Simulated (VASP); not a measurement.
Input:

```
CELL_PARAMETERS angstrom
      0.00000     2.27000     2.27000
      2.27000     0.00000     2.27000
      2.27000     2.27000     0.00000
ATOMIC_POSITIONS crystal
  B  0.00000 0.00000 0.00000
  P  0.25000 0.25000 0.25000
```

The numbers are results of LDA (Ceperley-Alder, Perdew-Zunger), VASP's LDA PAW potentials (set 64) (plane waves; VASP), not measurements. Numerical set-up: 400 eV cut-off, 10×10×10 Γ-centred mesh, Fermi-Dirac smearing of 0.010 eV, potentials B P.

Give the energies of bands 2 to 7 at the high-symmetry points, in eV from the valence-band maximum.

| band | Γ | X | U | L | W |
|---|---|---|---|---|---|
| 2 | 0.00 | -8.48 | -8.06 | -9.00 | -7.93 |
| 3 | 0.00 | -4.10 | -6.24 | -1.75 | -5.68 |
| 4 | 0.00 | -4.10 | -3.49 | -1.75 | -5.49 |
| 5 | 3.38 | 1.30 | 2.08 | 3.77 | 5.25 |
| 6 | 3.38 | 1.55 | 5.92 | 4.68 | 6.66 |
| 7 | 3.38 | 11.98 | 9.65 | 4.68 | 7.16 |

The gap is indirect, 1.19 eV, from the valence maximum at Γ to the conduction minimum at (0.40, 0.40, 0.00).

The structure is a typed BP crystal. The cell was not relaxed at this level.
